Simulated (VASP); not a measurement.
```
ZrB2
1.0
    1.59076    -2.75529     0.00000
    1.59076     2.75529     0.00000
    0.00000     0.00000     3.56031
Zr B
1 2
Direct
  0.00000   0.00000   0.00000
  0.33333   0.66667   0.50000
  0.66667   0.33333   0.50000
```

Calculation: revPBE GGA, VASP's PBE PAW potentials (set 64) (plane waves; VASP). Settings: 520 eV cut-off, Gaussian smearing of 0.050 eV, potentials Zr_sv B.

Task: Give the energies of bands 6 to 12 at the high-symmetry points, in eV from the Fermi level.

Result: 
| band | Γ | M | K | A | L | H |
|---|---|---|---|---|---|---|
| 6 | -2.74 | -8.72 | -7.97 | -7.10 | -7.19 | -8.88 |
| 7 | -2.74 | -4.04 | -7.02 | -1.11 | -4.71 | -5.10 |
| 8 | -2.73 | -3.21 | -2.61 | -1.11 | -4.25 | -2.84 |
| 9 | -2.56 | -2.81 | -2.61 | 0.19 | -2.21 | -2.84 |
| 10 | 3.17 | 2.02 | 1.36 | 0.19 | 3.46 | 3.81 |
| 11 | 3.17 | 2.08 | 1.36 | 0.60 | 3.82 | 5.69 |
| 12 | 3.92 | 4.69 | 2.97 | 0.60 | 5.04 | 5.69 |

It has no gap at this level: it comes out as a metal or semimetal.

The compound is ZrB2 in the AlB2 type structure. It was relaxed first.
